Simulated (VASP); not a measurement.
BP (space group F-43m): the measured cell of entry 9008835 of the Crystallography Open Database is

```cif
data_BP
_chemical_formula_sum 'B1 P1'
_space_group_name_H-M_alt 'P 1'
_space_group_IT_number 1
_cell_length_a 3.20885
_cell_length_b 3.20885
_cell_length_c 3.20885
_cell_angle_alpha 60.000
_cell_angle_beta 60.000
_cell_angle_gamma 60.000
loop_
_space_group_symop_operation_xyz
  'x, y, z'
loop_
_atom_site_label
_atom_site_type_symbol
_atom_site_fract_x
_atom_site_fract_y
_atom_site_fract_z
_atom_site_occupancy
B1 B 0.00000 0.00000 0.00000 1
P1 P 0.25000 0.25000 0.25000 1
```

Level of theory: r2SCAN+rVV10, VASP's PBE PAW potentials (set 64) (plane waves; VASP 6.6.1). Settings: 520 eV cut-off, 11×11×11 Γ-centred mesh, tetrahedra with Blöchl corrections, potentials B P.

The calculation is for a static lattice at zero pressure; the measurement, whose temperature isn't given here, holds thermal and zero-point expansion. The entry's conditions were not checked, so it may have been measured under pressure.

Problem. How far does the relaxed conventional cell lie from the measured one?

Solution. 
```csv
,measured,computed,difference
a (Å),4.538,4.527,-0.2 %
V (Å³/atom),11.68,11.60,-0.7 %
```

The structure comes from a measured BP entry (F-43m) of the Crystallography Open Database, whose conditions weren't checked. It was relaxed first. Symmetry was kept, so distortions that lower it aren't found.
